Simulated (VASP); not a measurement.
```
CELL_PARAMETERS angstrom
      1.79500    -3.10903     0.00000
      1.79500     3.10903     0.00000
      0.00000     0.00000     5.65000
ATOMIC_POSITIONS crystal
  Dy 0.33333 0.66667 0.25000
  Dy 0.66667 0.33333 0.75000
```

Computed with revTPSS meta-GGA, VASP's PBE PAW potentials (set 64) (plane waves; VASP). Numerical set-up: 520 eV cut-off, 11×11×6 Γ-centred mesh, first-order Methfessel-Paxton smearing of 0.10 eV, potentials Dy_3.

The 4f electrons are frozen in the core of the lanthanide potential, so 4f levels, which can set the real gap, and their magnetism are missing. Energy and stress use the plane-wave basis of the starting cell.

Q: The ions, cell shape and volume are relaxed. Which structure does the run end with?

A: 
```
CELL_PARAMETERS angstrom
      1.78869    -3.09811     0.00000
      1.78869     3.09811     0.00000
      0.00000     0.00000     5.51367
ATOMIC_POSITIONS crystal
  Dy 0.33333 0.66667 0.25000
  Dy 0.66667 0.33333 0.75000
```
Space group P6_3/mmc (194), at a tolerance of 0.03 Å.

Q: How do energy and volume change from the first to the last step?

A: The energy (σ→0) changes by -6.0 meV/atom and the volume by -3.1 %, in 5 ionic steps.

| step | E(σ→0) (eV) | max force (eV/Å) | pressure (GPa) | volume (Å³) |
|---|---|---|---|---|
| 1 | 54.8577 | 0.000 | -1.40 | 63.06 |
| 2 | 54.8475 | 0.000 | 0.34 | 60.58 |
| 3 | 54.8472 | 0.000 | 0.09 | 60.92 |
| 4 | 54.8464 | 0.000 | 0.06 | 61.00 |
| 5 | 54.8458 | 0.000 | 0.01 | 61.11 |

The compound is Dy in the hcp structure. This run relaxes it. Symmetry was kept, so distortions that lower it aren't found.
